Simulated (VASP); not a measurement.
The system is CsLi2.

```
Cs Li
1.0
     3.96633    0.00000    0.00000
    -1.98317    3.43495    0.00000
     0.00000    0.00000   10.02838
Cs Li
1 2
Direct
  0.00000 0.00000 0.00000
  0.33333 0.66667 0.34863
  0.33333 0.66667 0.65137
```

The cell was built by a generator and needn't be a form met in nature.

* Program: VASP 6.6.1
* Task: relaxation of cell and atoms
* Functional: revPBE
* Potentials or basis: VASP PAW PBE potentials, release 64 (Cs_sv, Li_sv)
* Cutoff: 600 eV
* k mesh: 8 × 8 × 3
* Occupations: fermi-dirac, width 0.05 eV
* Spin: no spin polarisation

At the start: pressure 0.3 GPa; volume 45.54 Å³/atom.

Question: How do energy, volume and symmetry change on relaxing?

Answer: Over 5 steps the energy falls by 4.1 meV/atom and the volume is 49.67 Å³/atom (+9.1 %); space group P-6m2 (No. 187, to 0.05 Å).

The path:
| step | energy change (eV) | largest force (eV/Å) | pressure (GPa) | volume (Å³) |
| --- | --- | --- | --- | --- |
| 1 | 0.0000 | 0.0179 | 0.29 | 136.63 |
| 2 | -0.0032 | 0.0155 | 0.24 | 138.24 |
| 3 | -0.0099 | 0.0094 | 0.12 | 143.15 |
| 4 | -0.0111 | 0.0014 | -0.09 | 153.29 |
| 5 | -0.0124 | 0.0032 | 0.00 | 149.02 |

Final structure:
```
Cs Li
1.0
     4.11945   -0.00003    0.00000
    -2.05976    3.56755    0.00000
     0.00000    0.00000   10.14016
Cs Li
1 2
Cartesian
  4.1195 0.0000 0.0000
  0.0000 2.3784 3.5417
  0.0000 2.3784 6.5985
```

Caveat: the cutoff is under 1.25 times the usual one of these potentials, so pressure, stress and relaxed cells hold a basis-set (Pulay) error; the PAW data sets were made with another functional, which shifts forces and pressure a little.
